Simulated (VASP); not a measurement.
Input:

```yaml
crystal:
  lattice:
    - [3.48782, 0.00000, 0.00000]
    - [0.00000, 4.93252, 0.00000]
    - [0.00000, 0.00000, 16.22790]
  atoms:
    - { symbol: Al, position: [0.00000, 0.62500, 0.38486] }
    - { symbol: Al, position: [0.00000, 0.12500, 0.53838] }
    - { symbol: Al, position: [0.00000, 0.62500, 0.69189] }
    - { symbol: Ni, position: [0.50000, 0.37500, 0.30811] }
    - { symbol: Ni, position: [0.00000, 0.12500, 0.38486] }
    - { symbol: Ni, position: [0.50000, 0.87500, 0.30811] }
    - { symbol: Ni, position: [0.50000, 0.87500, 0.46162] }
    - { symbol: Ni, position: [0.00000, 0.62500, 0.53838] }
    - { symbol: Ni, position: [0.50000, 0.37500, 0.46162] }
    - { symbol: Ni, position: [0.50000, 0.37500, 0.61513] }
    - { symbol: Ni, position: [0.00000, 0.12500, 0.69189] }
    - { symbol: Ni, position: [0.50000, 0.87500, 0.61513] }
```

All values below come from PBEsol GGA, VASP's PBE PAW potentials (set 64) (plane waves; VASP). Run with 300 eV cut-off, 7×5×1 Γ-centred mesh, Gaussian smearing of 0.14 eV, potentials Al Ni.

At this cut-off the stress carries a Pulay error, which pulls relaxed volumes low. The cell holds a wide vacuum, so values per volume refer to the whole cell. The run has a spin-polarised start.

Which forces act on the atoms, in eV/Å?

```
atom     Fx      Fy      Fz
----  -----  ------  ------
Al1   0.000   0.000  -0.457
Al2   0.000   0.000   0.105
Al3   0.000   0.000  -0.311
Ni4   0.000  -0.011   0.635
Ni5   0.000   0.000  -0.603
Ni6   0.000   0.011   0.635
Ni7   0.000  -0.078  -0.147
Ni8   0.000   0.000  -0.091
Ni9   0.000   0.078  -0.147
Ni10  0.000   0.070   0.464
Ni11  0.000   0.000  -0.547
Ni12  0.000  -0.070   0.464
```

Give the stress tensor in GPa (positive for a compressed cell).

```
-2.49   0.00   0.00
 0.00  -1.42   0.00
 0.00   0.00  -1.68
```
The pressure is its mean diagonal, -1.86 GPa.

The cell is a sheet with vacuum, built from a database entry that may be metastable or hypothetical.
